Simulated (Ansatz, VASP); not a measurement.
**HfTeSe: VASP beside Ansatz**

Wanted: the spread between two codes on one cell, functional and k mesh. The cell is taken from a series of runs on this material, whose earlier steps may have relaxed, scaled, displaced or heated it; both programs get it as it stands.

Method: plane waves, with VASP 6.6.1 beside it; zone-centre phonons at PBEsol, in Ansatz 0.2.0.

## Step 1: Set-up

The cell holds 3 atoms: 1 Hf, 1 Se and 1 Te. Cell: a = 3.755 Å, b = 3.755 Å, c = 30.000 Å, α = 90.0°, β = 90.0°, γ = 120.0°. Vacuum lies along c.

## Step 2: Ansatz: zone-centre phonons, PBEsol

Ansatz runs on its PAW soft_1 files.

Second derivatives magnify differences that forces hide, and they need a tight electronic threshold.

input.yaml

```yaml
crystal:
  lattice:
    - [3.7547682315, 0.0, 0.0]
    - [-1.8773841158, 3.2517246738, 0.0]
    - [0.0, 0.0, 30.0]
  atoms:
    - { symbol: Hf, position: [0.0, 0.0, 0.336460917] }
    - { symbol: Se, position: [0.3333333333, 0.6666666667, 0.3865116732] }
    - { symbol: Te, position: [0.6666666667, 0.3333333333, 0.2736940765] }
  periodic: [true, true, false]
kpoints:
  mp_grid: { grid: [12, 12, 1] }
hamiltonian:
  xc: pbesol
  pseudopotentials: { kind: paw, azcp: { folder: soft_1 }, xc_functional: pbe }
scf:
  occupations: { method: methfessel_paxton, width: 0.2 }
output:
  eigenvalues: true
phonons:
  method: dfpt
```

Run with:

```sh
$ ansatz run input.yaml --threads 4 --pin off --max-ram 16384MiB --backend cpu --events-out ev --progress --plain --runs-dir out
```

Numbers of over 12 decimals in the logs are rounded to 6 here.

What it wrote:

```text
Engine: ansatz 0.2.0, x86_64-unknown-linux-gnu
Pseudopotentials: kind: paw
Pseudopotential: Hf, paw, valence charge 26, recommended cutoff 420 eV (normal), soft_1/Hf.paw.azcp
Pseudopotential: Se, paw, valence charge 16, recommended cutoff 420 eV (normal), soft_1/Se.paw.azcp
Pseudopotential: Te, paw, valence charge 16, recommended cutoff 420 eV (normal), soft_1/Te.paw.azcp
Functional definition: PBEsol
  exchange = pbesol_x
  correlation = pbesol_c
Crystal: 3 atoms, lattice volume = 366.284 Å³
Basis set: ecut = 420 eV, 7157 PW (Γ), exchange–correlation on 54×54×432 points (8 copies of the dense FFT grid, shifted against one another)
Bands: 35, of which v1, the nominal top of the filled ones, is band 29 counted from 1 (28 counted from 0)
Symmetry: 6 space group operations
k-points: 43 of 144 (irreducible under 2 space group operations, time reversal used)
Non-local potential: Hf, projectors of the file, l = 0: 3, l = 1: 2, l = 2: 2, l = 3: 3
Non-local potential: Se, projectors of the file, l = 0: 2, l = 1: 2, l = 2: 3, l = 3: 1
Non-local potential: Te, projectors of the file, l = 0: 2, l = 1: 2, l = 2: 2, l = 3: 1
PAW form: soft (Blöchl's): semilocal exchange-correlation on the pseudo side does not see the compensation charge
PAW frozen core: Hf, regenerated for the run's functional, and the local potential with it (the file was generated under x = pbe(κ = 0.804, μ = 0.219515), c = pbe(β = 0.066725))
PAW frozen core: Se, regenerated for the run's functional, and the local potential with it (the file was generated under x = pbe(κ = 0.804, μ = 0.219515), c = pbe(β = 0.066725))
PAW frozen core: Te, regenerated for the run's functional, and the local potential with it (the file was generated under x = pbe(κ = 0.804, μ = 0.219515), c = pbe(β = 0.066725))
PAW one-centre angular grid: Hf, 590 points (default); XC on 64 Gauss nodes
PAW one-centre angular grid: Se, 590 points (default); XC on 64 Gauss nodes
PAW one-centre angular grid: Te, 590 points (default); XC on 64 Gauss nodes
Initial density: superposition of atomic densities (neutral atoms: chi_scale 0, normalization atom)
Initial wavefunctions: pseudopotential atomic-orbital guess
Functional: x = pbesol(κ = 0.804, μ = 0.123457), c = pbesol(β = 0.046)
iter 1 solved again at ethr=2.20e-3 eV; its pass at ethr=3.10e-3 eV (dr2=1.27e0 eV) is discarded
SCF iter   1: F=—  HF=-27928.106277 eV  |F-HF|=—  |Δ(HF+E_count)|=         —  Δρ=1.55e-2  dr2=1.30e0  ethr=2.20e-3  ⟨swp⟩=1.0  Hψ=10664  notcnv=0
preconditioner: auto → LDOS  [metal: Δε(μ)=0.134 eV  Ē_g=11.643 eV  σ=0.200 eV  W_gap=0.48  n_scr=48 (ndim 8)  ℏωp=10.6 eV  f_vac=0.757  D(μ)=0.70/eV (n_scr^D=4)  β→1.0]
SCF iter   2: F=—  HF=-27928.069692 eV  |F-HF|=—  |Δ(HF+E_count)|=   3.66e-2  S|Δr|=    0.00e0  Δρ=1.11e-2  dr2=1.28e0  ethr=2.20e-3  ⟨swp⟩=4.7  Hψ=4469  notcnv=0  defer=27
SCF iter   3: F=—  HF=-27927.747299 eV  |F-HF|=—  |Δ(HF+E_count)|=   3.22e-1  S|Δr|=    0.00e0  Δρ=2.65e-3  dr2=1.31e-1  ethr=2.20e-3  ⟨swp⟩=3.8  Hψ=4011  notcnv=0  defer=47
SCF iter   4: F=—  HF=-27927.721401 eV  |F-HF|=—  |Δ(HF+E_count)|=   2.59e-2  S|Δr|=    0.00e0  Δρ=9.46e-4  dr2=3.73e-3  ethr=2.27e-4  ⟨swp⟩=3.3  Hψ=2931  notcnv=0  defer=47
SCF iter   5: F=—  HF=-27927.720825 eV  |F-HF|=—  |Δ(HF+E_count)|=   5.76e-4  S|Δr|=    0.00e0  Δρ=2.21e-4  dr2=1.78e-4  ethr=6.43e-6  ⟨swp⟩=3.0  Hψ=3199  notcnv=0  defer=47
SCF iter   6: F=—  HF=-27927.720871 eV  |F-HF|=—  |Δ(HF+E_count)|=   4.61e-5  S|Δr|=    0.00e0  Δρ=1.06e-4  dr2=4.42e-5  ethr=3.07e-7  ⟨swp⟩=3.1  Hψ=3405  notcnv=0  defer=47
SCF iter   7: F=—  HF=-27927.720864 eV  |F-HF|=—  |Δ(HF+E_count)|=   6.74e-6  S|Δr|=    0.00e0  Δρ=2.57e-5  dr2=1.95e-6  ethr=7.62e-8  ⟨swp⟩=2.9  Hψ=3254  notcnv=0  defer=47
SCF iter   8: F=—  HF=-27927.720945 eV  |F-HF|=—  |Δ(HF+E_count)|=   8.09e-5  S|Δr|=    0.00e0  Δρ=8.98e-6  dr2=2.18e-7  ethr=3.36e-9  ⟨swp⟩=3.0  Hψ=3149  notcnv=0  defer=47
SCF iter   9: F=—  HF=-27927.720946 eV  |F-HF|=—  |Δ(HF+E_count)|=   9.87e-7  S|Δr|=    0.00e0  Δρ=2.62e-6  dr2=1.90e-8  ethr=3.76e-10  ⟨swp⟩=3.2  Hψ=2571  notcnv=0  defer=47
SCF iter  10: F=—  HF=-27927.720947 eV  |F-HF|=—  |Δ(HF+E_count)|=   1.66e-7  S|Δr|=    0.00e0  Δρ=6.21e-7  dr2=8.51e-10  ethr=3.27e-11  ⟨swp⟩=2.7  Hψ=2750  notcnv=0  defer=47
SCF iter  11: F=—  HF=-27927.720947 eV  |F-HF|=—  |Δ(HF+E_count)|=   1.45e-8  S|Δr|=    0.00e0  Δρ=2.11e-7  dr2=1.91e-10  ethr=1.47e-12  ⟨swp⟩=3.2  Hψ=3388  notcnv=0  defer=47
SCF iter  12: F=—  HF=-27927.720947 eV  |F-HF|=—  |Δ(HF+E_count)|=  7.39e-10  S|Δr|=    0.00e0  Δρ=4.44e-8  dr2=1.76e-11  ethr=1.00e-12  ⟨swp⟩=3.0  Hψ=2827  notcnv=0  defer=47
SCF iter  13: F=-27927.720947 eV  HF=-27927.720947 eV  |F-HF|=9.46e-11  |Δ(HF+E_count)|=  4.98e-10  S|Δr|=    0.00e0  Δρ=1.53e-8  dr2=1.29e-12  ethr=1.00e-12  ⟨swp⟩=22.3  Hψ=11743  notcnv=0
SCF 1 converged in 13 iterations: F = -27927.720947 eV  dr2 = 1.29e-12
  greatest PAW one-centre occupation: 1.000 electrons in one spin orbital (limit 2), on the Se atom at site 1 (counted from 0), in its partial waves of l = 2
DFPT response loops at Γ: preconditioner auto → none (partly filled bands, converged f_vac=0.765); β = 0.50; Broyden in place of MSR1
SCF converged after 13 iterations
Stability not checked: this state was not tested for a lower state beside it, because cold or Methfessel-Paxton smearing, or corrected tetrahedra, fill the levels in a way that the test cannot read (fill_not_monotonic; see scf.lower_state_search)
Free energy (F): -27927.720947 eV
Harris-Foulkes:  -27927.720947 eV  (|F-HF|=9.46e-11)
Internal energy: -27927.717273 eV  (E = F + TS)
E sigma→0 (E₀):  -27927.720028 eV
Entropy (-TS):   -0.003674 eV (-1.225 meV/atom)
Fermi energy:    -4.786716 eV
--- Per-component energies (eV) ---
  E_band       = -1691.888905
  E_kinetic    = 691.010940
  E_local      = -159626.426161  (includes V_loc(G=0)·N_el)
  E_nonlocal   = -217.236354
  E_hartree    = 79277.754027
  E_xc         = -470.200103
  E_vxc        = -446.232156  (∫ρ·V_xc dr)
  E_paw        = -14257.002394  (= ΣΔE_a)
  E_vpaw       = -648.513046  (= ΣTr[D̂ρ^β])
  E_aug_tail   = -0.000187  (compensation charges beyond the density's cutoff)
  E_ewald      = 66671.748641
  E_core_change = 2.634319  (= ΣΔE_core)
  E_smearing   = -0.003674  (= −TS)
  E_closure    = 0.000000  (closes the sum)
  Σ components = -27927.720947   (vs F -27927.720947, Δ=0.00e0)
--- Band table (eV; the first three rows and the last of 43) ---
  k-point 0: bands = [... 25 lower, -7.5175, -6.6842, -4.3573, -4.3573, -3.7703, -3.7703, -3.5684, -1.1892, ... 2 higher]
  k-point 1: bands = [... 25 lower, -7.4972, -6.4610, -5.1892, -4.7492, -3.7691, -3.3634, -3.2293, -1.0506 (-1.0507°), ... 2 higher]
  k-point 2: bands = [... 25 lower, -7.4595, -6.5650, -6.1042, -5.2317, -4.0146, -2.8928, -2.8562, -1.3516 (-1.3516°), ... 2 higher]
  k-point 42: bands = [... 25 lower, -8.1787, -7.7506, -7.3913, -6.7952, -3.4217, -2.9802, -1.8478, -1.1676, ... 2 higher]
  ° read free of the cell's end (the report's vacuum.weakly_bound_levels)
--- Phonons (Γ-DFPT): 6 representative perturbations + reference, on 43 of 144 k-points (Σ response iterations 28) ---
  k mesh reduced under 2 symmetry operations, with k and −k counted as one. Each operation leaves every solved perturbation unchanged. A smaller set is not used because it would not reduce the number of displacements times k-points to solve
  ASR residual: 3.037e-5 → 0.000e0 eV/Å²; symmetrization residual: 1.960e-5 eV/Å²
  ASR residual per site (eV/Å²): 1.51e-5 1.90e-5 3.04e-5
  Γ frequencies (cm⁻¹): 0.00 0.00 0.00 92.15 92.15 144.08 144.08 161.10 215.37
  non-analytic LO–TO correction: not included (Born effective charges unavailable; polar crystals: no LO–TO splitting at Γ)
```

Reading the cycles: dr2 is the Hartree energy of the density residual (eV), the measure of convergence; HF is the Harris–Foulkes estimate of the energy, which meets the free energy F at convergence.

(Continued in part 2 of 2.)

[Lines on the potential files, build, host, timing and source positions are cut from VASP's logs without a mark.]

[Logs are printed without paths, hosts, clocks, repeated set-up lines and the standing remarks that a program may print on its own settings, such as how far it seeks lower states.]

[Hosts, paths, dates, database ids (printed as entryN), source tags and the programs' standing remarks are cut or masked in the printed files.]
